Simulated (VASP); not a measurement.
These are LDA (Ceperley-Alder, Perdew-Zunger), VASP's LDA PAW potentials (set 64) (plane waves; VASP) values and carry that method's errors.

A VASP calculation is set up with these files.

### INCAR
```
SYSTEM = N2
PREC = Accurate
ENCUT = 400
EDIFF = 1E-6
NELM = 100
ALGO = Normal
LREAL = .FALSE.
LASPH = .TRUE.
ISMEAR = 0
SIGMA = 0.01
LWAVE = .FALSE.
LCHARG = .FALSE.
ISIF = 2
```

POSCAR:
```
N2
1
    4.1672300000     0.0000000000     0.0000000000
   -2.0836150000     3.6089270000     0.0000000000
    0.0000000000     0.0000000000     7.0060000000
N
4
Direct
  0.3333330000   0.6666670000   0.3289300000
  0.6666670000   0.3333330000   0.6710700000
  0.6666670000   0.3333330000   0.8289300000
  0.3333330000   0.6666670000   0.1710700000
```

File KPOINTS:
```
Automatic mesh
0
G
 5 5 3
```

POTCAR, in this order: N (LDA.64 set). Program: vasp_std.

Output

OSZICAR:
```
       N       E                     dE             d eps       ncg     rms          rms(c)
DAV:   1     0.116630506706E+03    0.11663E+03   -0.82199E+03   280   0.956E+02
DAV:   2    -0.260115539236E+02   -0.14264E+03   -0.14014E+03   388   0.248E+02
DAV:   3    -0.368458362059E+02   -0.10834E+02   -0.10778E+02   376   0.784E+01
DAV:   4    -0.369303332962E+02   -0.84497E-01   -0.84318E-01   324   0.778E+00
DAV:   5    -0.369314252230E+02   -0.10919E-02   -0.10918E-02   340   0.834E-01    0.113E+01
DAV:   6    -0.354737797294E+02    0.14576E+01   -0.22013E+00   292   0.111E+01    0.647E+00
DAV:   7    -0.351264922416E+02    0.34729E+00   -0.13422E+00   328   0.879E+00    0.171E+00
DAV:   8    -0.351149941980E+02    0.11498E-01   -0.12302E-01   280   0.263E+00    0.303E-01
DAV:   9    -0.351146943997E+02    0.29980E-03   -0.55963E-03   292   0.585E-01    0.138E-01
DAV:  10    -0.351149061568E+02   -0.21176E-03   -0.10026E-03   340   0.249E-01    0.629E-02
DAV:  11    -0.351148639521E+02    0.42205E-04   -0.10976E-04   292   0.864E-02    0.809E-03
DAV:  12    -0.351148699847E+02   -0.60326E-05   -0.13736E-05   364   0.292E-02    0.155E-02
DAV:  13    -0.351148697377E+02    0.24697E-06   -0.94726E-07   146   0.927E-03
   1 F= -.35114870E+02 E0= -.35114870E+02  d E =-.457928E-21
```

File OUTCAR:
```
------------------------ aborting loop because EDIFF is reached ----------------------------------------
  FORCE on cell =-STRESS in cart. coord.  units (eV):
  Direction    XX          YY          ZZ          XY          YZ          ZX
  --------------------------------------------------------------------------------------
  Total       -2.0979133     -2.0979132     -2.8847622      0.0000000     -0.0000000     -0.0000000
  in kB      -31.9008619    -31.9008611    -43.8656838      0.0000000     -0.0000000     -0.0000000
  external PRESSURE =     -35.8891356 kB  Pullay stress =       0.0000000 kB
  volume of cell :      105.36
      direct lattice vectors                 reciprocal lattice vectors
     4.167230000  0.000000000  0.000000000     0.239967556  0.138545335  0.000000000
    -2.083615000  3.608927000  0.000000000     0.000000000  0.277090670  0.000000000
     0.000000000  0.000000000  7.006000000     0.000000000  0.000000000  0.142734799
 POSITION                                       TOTAL-FORCE (eV/Angst)
 -----------------------------------------------------------------------------------
     -0.00000      2.40595      2.30448        -0.000000      0.000000     -0.264766
      2.08362      1.20297      4.70152         0.000000     -0.000000      0.264766
      2.08362      1.20297      5.80748         0.000000     -0.000000     -0.264766
     -0.00000      2.40595      1.19852        -0.000000      0.000000      0.264766
 -----------------------------------------------------------------------------------
    total drift:                               -0.001308      0.000163      0.000000
  FREE ENERGIE OF THE ION-ELECTRON SYSTEM (eV)
  ---------------------------------------------------
  free  energy   TOTEN  =       -35.1148697377 eV

  energy  without entropy=      -35.1148697377  energy(sigma->0) =      -35.11486974
```
(Selected blocks of OUTCAR.)

At this cut-off the stress carries a Pulay error, which pulls relaxed volumes low.

The structure comes from a computed database's N2 entry (P6_3/mmc); how it stands against other phases isn't given here. The cell was not relaxed at this level.
